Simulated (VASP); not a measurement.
Elastic constants (GPa) of a crystal from VASP with PBEsol GGA, VASP's PBE PAW potentials (set 64):

```json
[
 {"": "xx", "xx": "429.9", "yy": "46.8", "zz": "56.3", "yz": "0.0", "xz": "0.0", "xy": "0.0"},
 {"": "yy", "xx": "46.8", "yy": "429.9", "zz": "56.3", "yz": "0.0", "xz": "0.0", "xy": "0.0"},
 {"": "zz", "xx": "56.3", "yy": "56.3", "zz": "242.2", "yz": "0.0", "xz": "0.0", "xy": "0.0"},
 {"": "yz", "xx": "0.0", "yy": "0.0", "zz": "0.0", "yz": "82.4", "xz": "0.0", "xy": "0.0"},
 {"": "xz", "xx": "0.0", "yy": "0.0", "zz": "0.0", "yz": "0.0", "xz": "82.4", "xy": "0.0"},
 {"": "xy", "xx": "0.0", "yy": "0.0", "zz": "0.0", "yz": "0.0", "xz": "0.0", "xy": "191.5"}
]
```

Finite-difference elastic constants of metals are sensitive to mesh and smearing; shear constants can be off by tens of GPa.

Problem. Work out the Voigt, Reuss and Hill moduli, Young's modulus and Poisson's ratio.

Solution. All eigenvalues are positive (smallest 82.4 GPa), so the crystal is stable. K_V = (C11+C22+C33+2(C12+C13+C23))/9 = (1102.0 + 2×159.4)/9 = 157.9 GPa; G_V = (1102.0 − 159.4 + 3×356.3)/15 = 134.1 GPa. From the compliances, K_R = 148.3 GPa and G_R = 115.2 GPa. Hill: K = 153.1 GPa, G = 124.7 GPa, E = 9KG/(3K+G) = 294.1 GPa, ν = (3K−2G)/(2(3K+G)) = 0.180. K/G = 1.23, below Pugh's 1.75; universal anisotropy A^U = 0.88.

Problem. With a density of 2.69 g/cm³, what are the mean sound speeds?

Solution. v_l = √((K+4G/3)/ρ) = 10.90 km/s and v_t = √(G/ρ) = 6.81 km/s. The crystal is MgB2 (AlB2 type), hexagonal.

The compound is MgB2 in the AlB2 type structure. It was relaxed first.
